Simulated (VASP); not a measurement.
Crystal: Pd.

```
CELL_PARAMETERS angstrom
0.00000 1.93624 1.93624
1.93624 0.00000 1.93624
1.93624 1.93624 0.00000
ATOMIC_POSITIONS crystal
Pd 0.00000 0.00000 0.00000
```

Base run:

* Program: VASP 6.6.1
* Functional: PBEsol
* Potentials or basis: VASP PAW PBE potentials, release 64 (Pd)
* Cutoff: 900 eV
* k mesh: 18 × 18 × 18
* Occupations: gaussian, width 0.1 eV
* Spin: no spin polarisation

Its results: band gap on the k mesh none (metal or under the smearing width); pressure 0.1 GPa.

Question: After a change of settings the same cell gave: band gap on the k mesh none (metal or under the smearing width); pressure 1.1 GPa. Which change was it?
A. cutoff from 900 eV to 700 eV
B. cutoff from 900 eV to 520 eV; occupations from gaussian, width 0.1 eV to gaussian, width 0.5 eV
C. functional from PBEsol to r2SCAN; cutoff from 900 eV to 520 eV; further incar settings from ALGO = Fast; EDIFF = 1e-06; NBANDS = 11 to ALGO = Normal; EDIFF = 1e-06; NBANDS = 11
D. cutoff from 900 eV to 520 eV; k mesh from 18 × 18 × 18 to 28 × 28 × 28

Answer: B.

Caveats: the PAW data sets were made with another functional, which shifts forces and pressure a little.
